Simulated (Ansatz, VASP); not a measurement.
## AlCl5 in VASP and in Ansatz

INCAR

```
SYSTEM = AlCl5
PREC = Accurate
ENCUT = 520
EDIFF = 1E-6
ISMEAR = 0
SIGMA = 0.1
LREAL = .False.
LASPH = .True.
NELM = 60
ALGO = Normal
ISIF = 2
LWAVE = .False.
LCHARG = .False.
GGA = PE
NBANDS = 28
```

KPOINTS

```
regular mesh
0
Gamma
  4 4 4
  0 0 0
```

Contents of POSCAR:

```
AlCl5
1.0
    0.0000000000      4.2555447400      4.2555447400
    4.2555447400      0.0000000000      4.2555447400
    4.2555447400      4.2555447400      0.0000000000
Al Cl
1 5
Direct
    0.0000000000      0.0000000000      0.0000000000
    0.1250000000      0.6250000000      0.6250000000
    0.6250000000      0.6250000000      0.6250000000
    0.6250000000      0.1250000000      0.6250000000
    0.6250000000      0.6250000000      0.1250000000
    0.2500000000      0.2500000000      0.2500000000
```

Input for Ansatz:

```yaml
crystal:
  lattice:
    - [0.0, 4.25554474, 4.25554474]
    - [4.25554474, 0.0, 4.25554474]
    - [4.25554474, 4.25554474, 0.0]
  atoms:
    - { symbol: Al, position: [0.0, 0.0, 0.0] }
    - { symbol: Cl, position: [0.125, 0.625, 0.625] }
    - { symbol: Cl, position: [0.625, 0.625, 0.625] }
    - { symbol: Cl, position: [0.625, 0.125, 0.625] }
    - { symbol: Cl, position: [0.625, 0.625, 0.125] }
    - { symbol: Cl, position: [0.25, 0.25, 0.25] }
basis:
  ecutwfc: 420
kpoints:
  mp_grid: { grid: [4, 4, 4] }
hamiltonian:
  xc: pbe
scf:
  occupations: { method: gaussian, width: 0.1 }
  lower_state_search: "off"
output:
  forces: true
  stress: true
  eigenvalues: true
```

Change from the starting cell: species swapped into the DyCu5 type (F-43m, No. 216).

Alike in both runs: task single point; functional PBE; k mesh 4 × 4 × 4; occupations gaussian, width 0.1 eV; no spin polarisation.

|  | VASP | Ansatz |
| --- | --- | --- |
| version | VASP 6.6.1 | Ansatz 0.2.0 |
| potentials or method | VASP PAW PBE potentials, release 64 (Al, Cl) | scalar-relativistic, plane waves, PAW |
| plane-wave cutoff (eV) | 520 | 420 |
| valence electrons in the cell | 38 | 38 |

```csv
,VASP,Ansatz,Ansatz less VASP
gap on the k mesh at the Fermi level (eV),none,none,-
pressure (GPa),-2.0,-2.0,+0.07
rms of the force components (eV/Å),0.031,0.031,+0.0001
```

A gap of «none» marks a metal or a gap that the smearing closes.
